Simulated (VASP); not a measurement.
Output of a VASP run:

**OSZICAR**
```
       N       E                     dE             d eps       ncg     rms          rms(c)
DAV:   1     0.149273271587E+02    0.14927E+02   -0.26915E+03  1246   0.627E+02
DAV:   2    -0.910085444176E+00   -0.15837E+02   -0.15418E+02  1673   0.984E+01
DAV:   3    -0.120601032449E+01   -0.29592E+00   -0.29563E+00  1414   0.154E+01
DAV:   4    -0.120673842610E+01   -0.72810E-03   -0.72809E-03  2114   0.812E-01
DAV:   5    -0.120673851816E+01   -0.92065E-07   -0.92079E-07  1449   0.824E-03    0.523E+00
DAV:   6    -0.120488705376E+01    0.18515E-02   -0.40223E-03  1715   0.462E-01    0.322E+00
DAV:   7    -0.120492020046E+01   -0.33147E-04   -0.47061E-03  1365   0.518E-01    0.129E-01
DAV:   8    -0.120481229058E+01    0.10791E-03   -0.49078E-04  1554   0.154E-01    0.108E-02
DAV:   9    -0.120481254941E+01   -0.25882E-06   -0.24748E-06  2044   0.166E-02
   1 F= -.12048125E+01 E0= -.12048457E+01  d E =-.120481E+01
```

### OUTCAR
```
------------------------ aborting loop because EDIFF is reached ----------------------------------------
  FORCE on cell =-STRESS in cart. coord.  units (eV):
  Direction    XX          YY          ZZ          XY          YZ          ZX
  --------------------------------------------------------------------------------------
  Total        0.0052923      0.0052923      0.0052923     -0.0000000     -0.0000000     -0.0000000
  in kB        0.4479788      0.4479788      0.4479788     -0.0000000     -0.0000000     -0.0000000
  external PRESSURE =       0.4479788 kB  Pullay stress =       0.0000000 kB
  volume of cell :       18.93
      direct lattice vectors                 reciprocal lattice vectors
     0.000000000  2.115216758  2.115216758    -0.236382394  0.236382394  0.236382394
     2.115216758  0.000000000  2.115216758     0.236382394 -0.236382394  0.236382394
     2.115216758  2.115216758  0.000000000     0.236382394  0.236382394 -0.236382394
 POSITION                                       TOTAL-FORCE (eV/Angst)
 -----------------------------------------------------------------------------------
      0.00000      0.00000      0.00000         0.000000     -0.000000      0.000000
 -----------------------------------------------------------------------------------
    total drift:                               -0.000000     -0.000000     -0.000000
  FREE ENERGIE OF THE ION-ELECTRON SYSTEM (eV)
  ---------------------------------------------------
  free  energy   TOTEN  =        -1.2048125494 eV

  energy  without entropy=       -1.2049120971  energy(sigma->0) =       -1.20484573

 reached required accuracy - stopping structural energy minimisation
```
(Selected blocks of OUTCAR.)

POSCAR:
```
Cl
1
   -0.0000000000     2.1152167576     2.1152167576
    2.1152167576    -0.0000000000     2.1152167576
    2.1152167576     2.1152167576     0.0000000000
Cl
1
Direct
  1.0000000000   0.0000000000   0.0000000000
```

Problem. Write an INCAR and KPOINTS that could have produced this output.

Solution. Several could match; the one computed here: the input of the run itself, PBEsol GGA, plane waves, VASP's PBE PAW potentials (set 64).

**INCAR**
```
SYSTEM = Cl
PREC = Accurate
ENCUT = 400
EDIFF = 1E-6
NELM = 100
ALGO = Normal
LREAL = .FALSE.
LASPH = .TRUE.
ISMEAR = 1
SIGMA = 0.1
GGA = PS
LWAVE = .FALSE.
LCHARG = .FALSE.
IBRION = 2
ISIF = 3
NSW = 60
EDIFFG = -0.01
```

**KPOINTS**
```
K-points
0
gamma
13 13 13
0 0 0
```

POTCAR, in this order: Cl (PBE.64 set). Program: vasp_std.

The structure was generated: Cl was put into the fcc type (Fm-3m), which need not be its known phase. It was relaxed first, which changed the volume by -11 %. The start is the result of an earlier pass.
